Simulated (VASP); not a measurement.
# CsLiCr2Te2S3 (Cm) in VASP: equation of state

Aim: energy against volume of CsLiCr2Te2S3 in PBE, for its equilibrium volume and stiffness.

All numbers are computed with VASP 6.6.1; they aren't measurements. Logs are shortened: lines on timing, memory, paths and dates and some standing lists are left out, and cuts for length are marked.

**1. The structure**

The structure is monoclinic, space group Cm (No. 8). Conventional cell: a = 6.843 Å, b = 10.361 Å, c = 7.978 Å, α = 90.00°, β = 111.21°, γ = 90.00°. Around Cs (site symmetry m) lie 5 S at 3.58 to 3.92 Å and 1 Li at 4.01 Å. Li (site symmetry m) is surrounded by 3 S at 2.42 to 2.56 Å. Cr (site symmetry 1) is surrounded by 3 S at 2.20 to 2.25 Å and 1 Te at 2.51 Å. Te (site symmetry 1) is surrounded by 1 Cr at 2.51 Å. S (site symmetry 1) has 2 Cr at 2.24 to 2.25 Å and 1 Li at 2.56 Å as nearest neighbours. S (site symmetry m) has 2 Cr at 2.20 Å and 1 Li at 2.42 Å as nearest neighbours.

The cell was built by a generator and needn't be a form met in nature.

**2. Equation of state, PBE, collinear spin, ferromagnetic start, 27.54 Å³/atom (volume scaled by 0.94)**

Contents of INCAR:

```
  ALGO = Normal
  EDIFF = 1E-7
  ENCUT = 520
  GGA = PE
  ISIF = 2
  ISMEAR = -1
  ISPIN = 2
  KPAR = 4
  LASPH = True
  LCHARG = False
  LMAXMIX = 4
  LORBIT = 11
  LREAL = False
  LWAVE = False
  MAGMOM = 0 0 3 3 0 0 0 0 0
  NBANDS = 47
  NELM = 100
  PREC = Accurate
  SIGMA = 0.05
```

Contents of KPOINTS:

```
k-points
0
Gamma
  5 5 4
```

Contents of POSCAR:

```
CsLiCr2Te2S3
1.0
    3.3517714213     -5.0749319576      0.0076799551
    3.3517714213      5.0749319576      0.0076799551
   -2.8448258142      0.0000000000      7.2792358028
Cs Li Cr Te S
1 1 2 2 3
Direct
    0.0937400000      0.0937400000      0.0085300000
    0.5887500000      0.5887500000      0.5533600000
    0.0564600000      0.4675500000      0.5579000000
    0.4675500000      0.0564600000      0.5579000000
    0.5648600000      0.8735700000      0.2903500000
    0.8735700000      0.5648600000      0.2903500000
    0.8115100000      0.3969700000      0.7334700000
    0.3969700000      0.8115100000      0.7334700000
    0.2140400000      0.2140400000      0.4837100000
```

Potentials or basis: VASP PAW PBE potentials, release 64 (Cs_sv, Li_sv, Cr_pv, Te, S).

Run with:

```bash
cat potpaw_PBE.64/Cs_sv/POTCAR potpaw_PBE.64/Li_sv/POTCAR potpaw_PBE.64/Cr_pv/POTCAR potpaw_PBE.64/Te/POTCAR potpaw_PBE.64/S/POTCAR > POTCAR
mpirun -np 4 vasp_std > vasp.out
```

OUTCAR:

```text
EDIFF = 1E-7
   ENCUT = 520
   GGA = PE
   ISIF = 2
   ISMEAR = -1
   ISPIN = 2
   LASPH = True
   LORBIT = 11
   LREAL = False
   NELM = 100
   PREC = Accurate

 Found     33 irreducible k-points:

 Following reciprocal coordinates:
            Coordinates               Weight
  0.000000  0.000000  0.000000      1.000000
  0.200000 -0.000000 -0.000000      4.000000
  0.400000 -0.000000 -0.000000      4.000000
  0.200000  0.200000 -0.000000      2.000000
  0.400000  0.200000  0.000000      4.000000
 -0.400000  0.200000  0.000000      4.000000
   k-points           NKPTS =     33   k-points in BZ     NKDIM =     33   number of bands    NBANDS=     47
   number of dos      NEDOS =    301   number of ions     NIONS =      9
   total plane-waves  NPLWV = 138240
   dimension x,y,z NGX =    48 NGY =   48 NGZ =   60
   dimension x,y,z NGXF=    96 NGYF=   96 NGZF=  120
   ions per type =               1   1   2   2   3
   NGX,Y,Z   is equivalent  to a cutoff of  13.12, 13.12, 12.76 a.u.
   NGXF,Y,Z  is equivalent  to a cutoff of  26.24, 26.24, 25.53 a.u.
 SYSTEM =  unknown system
   PREC   = accura    normal or accurate (medium, high low for compatibility)
   ISTART =      0    job   : 0-new  1-cont  2-samecut
   ICHARG =      2    charge: 1-file 2-atom 10-const
   ISPIN  =      2    spin polarized calculation?
   LNONCOLLINEAR =      F non collinear calculations
   LSORBIT =      F    spin-orbit coupling
   LASPH  =      T    aspherical Exc in radial PAW
   ENCUT  =  520.0 eV  38.22 Ry    6.18 a.u.  11.31 11.31 14.53*2*pi/ulx,y,z
   NELM   =    100;   NELMIN=  2; NELMDL= -5     # of ELM steps
   EDIFF  = 0.1E-06   stopping-criterion for ELM
   LREAL  =      F    real-space projection
   EDIFFG = 0.1E-05   stopping-criterion for IOM
   NSW    =      0    number of steps for IOM
   IBRION =     -1    ionic relax: 0-MD 1-quasi-New 2-CG
   NFREE  =      0    steps in history (QN), initial steepest desc. (CG)
   ISIF   =      2    stress and relaxation
   ISYM   =      2    0-nonsym 1-usesym 2-fastsym
   POTIM  = 0.5000    time-step for ionic-motion
   TEBEG  =    0.0;   TEEND  =   0.0 temperature during run
   PSTRESS=    0.0 pullay stress
   NELECT =      66.0000    total number of electrons
   NUPDOWN=      -1.0000    fix difference up-down
   EMIN   =  10.00;   EMAX   =-10.00  energy-range for DOS
   EFERMI =   0.00;   METHOD = LEGACY
   ISMEAR =    -1;   SIGMA  =   0.05  broadening in eV -4-tet -1-fermi 0-gaus
   EFERMI_NEDOS =   21; number of points for ismear=-14 and -15
   IALGO  =     38    algorithm
   IMIX   =      4    mixing-type and parameters
     AMIX     =   0.40;   BMIX     =  1.00
     AMIX_MAG =   1.60;   BMIX_MAG =  1.00
  volume/ion in A,a.u.               =      27.54       185.85
  Fermi-wavevector in a.u.,A,eV,Ry     =   1.053222  1.990300 15.092613  1.109276
  Thomas-Fermi vector in A             =   2.188335
   LORBIT       =     11    0 simple, 1 ext, 2 COOP (PROOUT), +10 PAW based schemes
   GGA     = PE    functional components
   LHFCALC =     F    Hartree Fock is set to
   AEXX    =    0.0000 exact exchange contribution
   IVDW    =     0    specifies the selected vdW correction
   LEPSILON=     F    determine dielectric tensor
   LRPA    =     F    only Hartree local field effects (RPA)
 spin polarized calculation
  energy-cutoff  :      520.00
  volume of cell :      247.86
 maximum number of plane-waves:      6695
 NGX is ok and might be reduce to    48
   NGX = 23   NGY = 23   NGZ = 29

 number of electron      66.0000008 magnetization       4.0024138

 Free energy of the ion-electron system (eV)
  ---------------------------------------------------
  ext. energy  EPLUGINS =         0.00000000
  ---------------------------------------------------
  free energy    TOTEN  =       -45.66071668 eV

  energy without entropy =      -45.63557381  energy(sigma->0) =      -45.64814525

 E-fermi :   3.7164     XC(G=0):  -8.5753

 val. band max:        3.7070554171   @ k =  -0.2000   0.4000   0.2500
[... 62 lines left out ...]

 k-point     4 :       0.2000    0.2000   -0.0000
  band No.  band energies     occupation
      1     -42.3293      1.00000
      2     -38.4433      1.00000
      3     -38.4409      1.00000
      4     -38.4035      1.00000
      5     -38.4032      1.00000
      6     -38.3372      1.00000
[... 37 lines left out ...]
     44       8.4296      0.00000
     45       8.7872      0.00000

 k-point     5 :       0.4000    0.2000    0.0000
  band No.  band energies     occupation
      1     -42.3293      1.00000
      2     -38.4436      1.00000
      3     -38.4406      1.00000
      4     -38.4039      1.00000
      5     -38.4028      1.00000
      6     -38.3374      1.00000
[... 37 lines left out ...]
     44       8.4369      0.00000
     45       8.5425      0.00000

 k-point     6 :      -0.4000    0.2000    0.0000
  band No.  band energies     occupation
      1     -42.3293      1.00000
      2     -38.4436      1.00000
      3     -38.4405      1.00000
      4     -38.4043      1.00000
      5     -38.4027      1.00000
      6     -38.3419      1.00000
[... 37 lines left out ...]
     44       8.5660      0.00000
     45       8.7564      0.00000

 [... further k-points ...]

 [bands above 45 left out]

------------------------ aborting loop because EDIFF is reached ----------------------------------------

  FORCE on cell =-STRESS in cart. coord.  units (eV):
  Direction    XX          YY          ZZ          XY          YZ          ZX
  --------------------------------------------------------------------------------------
  -------------------------------------------------------------------------------------
  Total        3.8391203      4.5492391      4.1150440      0.0000000      0.0000000     -0.2657856
  in kB       24.8160799     29.4062888     26.5996509      0.0000000      0.0000000     -1.7180387
  external PRESSURE =      26.9406732 kB  Pullay stress =       0.0000000 kB

 VOLUME and BASIS-vectors are now :
 -----------------------------------------------------------------------------
  energy-cutoff  :      520.00
  volume of cell :      247.86
      direct lattice vectors                 reciprocal lattice vectors
     3.351771421 -5.074931958  0.007679955     0.149041387 -0.098523488  0.058247431
     3.351771421  5.074931958  0.007679955     0.149041387  0.098523488  0.058247431
    -2.844825814  0.000000000  7.279235803    -0.000314492  0.000000000  0.137254150

 POSITION                                       TOTAL-FORCE (eV/Angst)
 -----------------------------------------------------------------------------------
      0.60412      0.00000      0.06353         0.012163      0.000000     -0.037287
      2.37250      0.00000      4.03708         0.085012      0.000000      0.011047
      0.16923      2.08625      4.06511        -0.093889      0.040693     -0.032985
      0.16923     -2.08625      4.06511        -0.093889     -0.040693     -0.032985
      3.99529      1.56668      2.12457         0.093140     -0.166686     -0.456909
      3.99529     -1.56668      2.12457         0.093140      0.166686     -0.456909
      1.96395     -2.10376      5.34838         0.008924      0.154982      0.600371
      1.96395      2.10376      5.34838         0.008924     -0.154982      0.600371
      0.05876      0.00000      3.52433        -0.113525      0.000000     -0.194715
 -----------------------------------------------------------------------------------
    total drift:                               -0.001357      0.000000      0.000087

  FREE ENERGIE OF THE ION-ELECTRON SYSTEM (eV)
  ---------------------------------------------------
  free  energy   TOTEN  =       -45.6607166825 eV

  energy  without entropy=      -45.6355738133  energy(sigma->0) =      -45.64814525

 total charge

# of ion       s       p       d       tot
------------------------------------------
    1        1.832   4.703   0.029   6.564
    2        2.017   0.054   0.000   2.071
    3        0.351   6.313   4.249  10.913
    4        0.351   6.313   4.249  10.913
    5        1.392   1.975   0.032   3.399
    6        1.392   1.975   0.032   3.399
    7        1.341   2.411   0.000   3.752
    8        1.341   2.411   0.000   3.752
    9        1.344   2.434   0.000   3.777
--------------------------------------------------
tot         11.363  28.589   8.589  48.541

 magnetization (x)

# of ion       s       p       d       tot
------------------------------------------
    1        0.000  -0.001   0.001  -0.000
    2        0.001   0.000   0.000   0.001
    3        0.026   0.022   2.090   2.138
    4        0.026   0.022   2.090   2.138
    5       -0.005  -0.139   0.004  -0.141
    6       -0.005  -0.139   0.004  -0.141
    7       -0.003  -0.063   0.000  -0.066
    8       -0.003  -0.063   0.000  -0.066
    9        0.002  -0.066   0.000  -0.064
--------------------------------------------------
tot          0.037  -0.427   4.189   3.799
```

Wall time 3.5 min (4 MPI ranks of Intel Xeon 6975P-C (Granite Rapids), shared host); peak memory 0.88 GiB.

What came out:

```yaml
Free_energy: -45.6607 eV
Largest_force: 0.620 eV/Å
Band_gap_on_the_k_mesh: none (metal or under the smearing width)
Net_moment: 4.00 μB per cell
Site_moments: Cs -0.00; Li +0.00; Cr +2.14; Te -0.14; S -0.07, -0.06 μB
Valence_electrons_inside_the_program's_atomic_spheres: Cs 6.56; Li 2.07; Cr 10.91; Te 3.40; S 3.75, 3.78
```

Caveat: the cutoff is under 1.25 times the usual one of these potentials, so pressure, stress and relaxed cells hold a basis-set (Pulay) error; only a ferromagnetic start was run, and an antiferromagnetic order may lie lower in energy.

**3. Equation of state, PBE, collinear spin, ferromagnetic start, 28.13 Å³/atom (volume scaled by 0.96)**

INCAR is that of step 2.

KPOINTS is that of step 2.

Edit POSCAR of step 2 so:

```diff
@@ -2,5 +2,5 @@
 1.0
-    3.3517714213     -5.0749319576      0.0076799551
-    3.3517714213      5.0749319576      0.0076799551
-   -2.8448258142      0.0000000000      7.2792358028
+    3.3753762231     -5.1106720925      0.0077340411
+    3.3753762231      5.1106720925      0.0077340411
+   -2.8648604589      0.0000000000      7.3304997158
 Cs Li Cr Te S
```

Potentials or basis: VASP PAW PBE potentials, release 64 (Cs_sv, Li_sv, Cr_pv, Te, S).

Run with:

```bash
cat potpaw_PBE.64/Cs_sv/POTCAR potpaw_PBE.64/Li_sv/POTCAR potpaw_PBE.64/Cr_pv/POTCAR potpaw_PBE.64/Te/POTCAR potpaw_PBE.64/S/POTCAR > POTCAR
mpirun -np 4 vasp_std > vasp.out
```

Run time: 3.8 min. Hardware: 4 MPI ranks of Intel Xeon 6975P-C (Granite Rapids), shared host; peak memory 0.89 GiB.

Results (log left out):

```
Free energy                                           : -45.7336 eV
Largest force                                         : 0.399 eV/Å
Band gap on the k mesh                                : none (metal or under the smearing width)
Net moment                                            : 4.00 μB per cell
Site moments                                          : Cs -0.00; Li +0.00; Cr +2.18; Te -0.16; S -0.07 μB
Valence electrons inside the program's atomic spheres : Cs 6.56; Li 2.07; Cr 10.87; Te 3.39; S 3.75, 3.77
```

Caveat: the cutoff is under 1.25 times the usual one of these potentials, so pressure, stress and relaxed cells hold a basis-set (Pulay) error; only a ferromagnetic start was run, and an antiferromagnetic order may lie lower in energy.

**4. Equation of state, PBE, collinear spin, ferromagnetic start, 28.71 Å³/atom (volume scaled by 0.98)**

INCAR is that of step 3.

KPOINTS is that of step 3.

Edit POSCAR of step 3 so:

```diff
@@ -2,5 +2,5 @@
 1.0
-    3.3753762231     -5.1106720925      0.0077340411
-    3.3753762231      5.1106720925      0.0077340411
-   -2.8648604589      0.0000000000      7.3304997158
+    3.3986554154     -5.1459192208      0.0077873810
+    3.3986554154      5.1459192208      0.0077873810
+   -2.8846187416      0.0000000000      7.3810564839
 Cs Li Cr Te S
```

Run with:

```bash
cat potpaw_PBE.64/Cs_sv/POTCAR potpaw_PBE.64/Li_sv/POTCAR potpaw_PBE.64/Cr_pv/POTCAR potpaw_PBE.64/Te/POTCAR potpaw_PBE.64/S/POTCAR > POTCAR
mpirun -np 4 vasp_std > vasp.out
```

Run time: 4.5 min. Hardware: 4 MPI ranks of Intel Xeon 6975P-C (Granite Rapids), shared host; peak memory 0.93 GiB.

The run converged. Its results:

| Quantity | Value |
| --- | --- |
| Free energy | -45.7750 eV |
| Largest force | 0.194 eV/Å |
| Band gap on the k mesh | none (metal or under the smearing width) |
| Net moment | 4.01 μB per cell |
| Site moments | Cs -0.00; Li +0.00; Cr +2.23; Te -0.17; S -0.08 μB |
| Valence electrons inside the program's atomic spheres | Cs 6.56; Li 2.06; Cr 10.83; Te 3.38; S 3.74, 3.76 |

Caveat: the cutoff is under 1.25 times the usual one of these potentials, so pressure, stress and relaxed cells hold a basis-set (Pulay) error; only a ferromagnetic start was run, and an antiferromagnetic order may lie lower in energy.

**5. Equation of state, PBE, collinear spin, ferromagnetic start, 29.88 Å³/atom (volume scaled by 1.02)**

INCAR is that of step 4.

KPOINTS is that of step 4.

Edit POSCAR of step 4 so:

```diff
@@ -2,5 +2,5 @@
 1.0
-    3.3986554154     -5.1459192208      0.0077873810
-    3.3986554154      5.1459192208      0.0077873810
-   -2.8846187416      0.0000000000      7.3810564839
+    3.4442803955     -5.2150002052      0.0078919220
+    3.4442803955      5.2150002052      0.0078919220
+   -2.9233430771      0.0000000000      7.4801428912
 Cs Li Cr Te S
```

Run with:

```bash
cat potpaw_PBE.64/Cs_sv/POTCAR potpaw_PBE.64/Li_sv/POTCAR potpaw_PBE.64/Cr_pv/POTCAR potpaw_PBE.64/Te/POTCAR potpaw_PBE.64/S/POTCAR > POTCAR
mpirun -np 4 vasp_std > vasp.out
```

Run time: 4.5 min. Hardware: 4 MPI ranks of Intel Xeon 6975P-C (Granite Rapids), shared host; peak memory 0.93 GiB.

The run converged. Its results:

```yaml
Free_energy: -45.7762 eV
Largest_force: 0.171 eV/Å
Band_gap_on_the_k_mesh: none (metal or under the smearing width)
Net_moment: 4.02 μB per cell
Site_moments: Cs -0.00; Li +0.00; Cr +2.32; Te -0.20; S -0.09 μB
Valence_electrons_inside_the_program's_atomic_spheres: Cs 6.56; Li 2.06; Cr 10.76; Te 3.37; S 3.72, 3.75
```

Caveat: the cutoff is under 1.25 times the usual one of these potentials, so pressure, stress and relaxed cells hold a basis-set (Pulay) error; only a ferromagnetic start was run, and an antiferromagnetic order may lie lower in energy.

**6. Equation of state, PBE, collinear spin, ferromagnetic start, 30.47 Å³/atom (volume scaled by 1.04)**

INCAR is that of step 5.

KPOINTS is that of step 5.

Edit POSCAR of step 5 so:

```diff
@@ -2,5 +2,5 @@
 1.0
-    3.4442803955     -5.2150002052      0.0078919220
-    3.4442803955      5.2150002052      0.0078919220
-   -2.9233430771      0.0000000000      7.4801428912
+    3.4666464793     -5.2488647918      0.0079431697
+    3.4666464793      5.2488647918      0.0079431697
+   -2.9423263562      0.0000000000      7.5287166086
 Cs Li Cr Te S
```

Potentials or basis: VASP PAW PBE potentials, release 64 (Cs_sv, Li_sv, Cr_pv, Te, S).

Run with:

```bash
cat potpaw_PBE.64/Cs_sv/POTCAR potpaw_PBE.64/Li_sv/POTCAR potpaw_PBE.64/Cr_pv/POTCAR potpaw_PBE.64/Te/POTCAR potpaw_PBE.64/S/POTCAR > POTCAR
mpirun -np 4 vasp_std > vasp.out
```

Wall time 3.6 min (4 MPI ranks of Intel Xeon 6975P-C (Granite Rapids), shared host); peak memory 0.95 GiB.

It converged, with:

```
Free energy                                           : -45.7418 eV
Largest force                                         : 0.333 eV/Å
Band gap on the k mesh                                : none (metal or under the smearing width)
Net moment                                            : 4.03 μB per cell
Site moments                                          : Cs -0.00; Li +0.00; Cr +2.36; Te -0.22; S -0.09, -0.10 μB
Valence electrons inside the program's atomic spheres : Cs 6.56; Li 2.06; Cr 10.72; Te 3.36; S 3.72, 3.74
```

Caveat: the cutoff is under 1.25 times the usual one of these potentials, so pressure, stress and relaxed cells hold a basis-set (Pulay) error; only a ferromagnetic start was run, and an antiferromagnetic order may lie lower in energy.

**7. Equation of state, PBE, collinear spin, ferromagnetic start, 31.06 Å³/atom (volume scaled by 1.06)**

INCAR is that of step 6.

KPOINTS is that of step 6.

Edit POSCAR of step 6 so:

```diff
@@ -2,5 +2,5 @@
 1.0
-    3.4666464793     -5.2488647918      0.0079431697
-    3.4666464793      5.2488647918      0.0079431697
-   -2.9423263562      0.0000000000      7.5287166086
+    3.4887276255     -5.2822979530      0.0079937645
+    3.4887276255      5.2822979530      0.0079937645
+   -2.9610677937      0.0000000000      7.5766715105
 Cs Li Cr Te S
```

Run with:

```bash
cat potpaw_PBE.64/Cs_sv/POTCAR potpaw_PBE.64/Li_sv/POTCAR potpaw_PBE.64/Cr_pv/POTCAR potpaw_PBE.64/Te/POTCAR potpaw_PBE.64/S/POTCAR > POTCAR
mpirun -np 4 vasp_std > vasp.out
```

Run time: 3.8 min. Hardware: 4 MPI ranks of Intel Xeon 6975P-C (Granite Rapids), shared host; peak memory 0.99 GiB.

It converged, with:

```yaml
Free_energy: -45.6874 eV
Largest_force: 0.483 eV/Å
Band_gap_on_the_k_mesh: none (metal or under the smearing width)
Net_moment: 4.04 μB per cell
Site_moments: Cs -0.00; Li +0.00; Cr +2.41; Te -0.23; S -0.10 μB
Valence_electrons_inside_the_program's_atomic_spheres: Cs 6.56; Li 2.05; Cr 10.69; Te 3.36; S 3.71, 3.73
```

Caveat: the cutoff is under 1.25 times the usual one of these potentials, so pressure, stress and relaxed cells hold a basis-set (Pulay) error; only a ferromagnetic start was run, and an antiferromagnetic order may lie lower in energy.

**8. Equation of state, PBE, collinear spin, ferromagnetic start**

This step only gathers the single runs of the series.

What came out:

```
Equilibrium volume                        : 29.30 Å³/atom
Bulk modulus at fixed shape and positions : 38 GPa
Pressure derivative of the bulk modulus   : 4.6
```

Energy against volume, from the lowest point:
```csv
volume (Å³/atom),energy (meV/atom)
27.540,14.16
28.126,6.07
28.712,1.47
29.298,0.00
29.884,1.33
30.470,5.15
31.056,11.20
```

Caveat: the cutoff is under 1.25 times the usual one of these potentials, so pressure, stress and relaxed cells hold a basis-set (Pulay) error; the cell was scaled at fixed shape and fractional positions, which overstates the stiffness of a crystal with free parameters, most of all of layers and chains.
